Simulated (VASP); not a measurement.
Data:

```
WSi2
1.0
   -1.60170     1.60170     3.91108
    1.60170    -1.60170     3.91108
    1.60170     1.60170    -3.91108
Si W
2 1
Direct
  0.33448   0.33448   0.00000
  0.66552   0.66552   0.00000
  0.00000   0.00000   0.00000
```

Computed with PBEsol GGA, VASP's PBE PAW potentials (set 64) (plane waves; VASP). Numerical set-up: 400 eV cut-off, Gaussian smearing of 0.050 eV, potentials Si W_sv.

Unless said otherwise, spin-orbit coupling is left out, though it shifts the bands of the heavy elements here.

### Question
Estimate the band gap (along the path) with the smallest direct gap where there is one.

### Answer

```json
{
 "band gap (along the path)": "none (metal, semimetal or under 0.01 eV)"
}
```

Only differences to runs with the same potentials and settings are physical.

The structure comes from a measured Si2W entry (I4/mmm) of the Crystallography Open Database, whose conditions weren't checked. It was relaxed first.
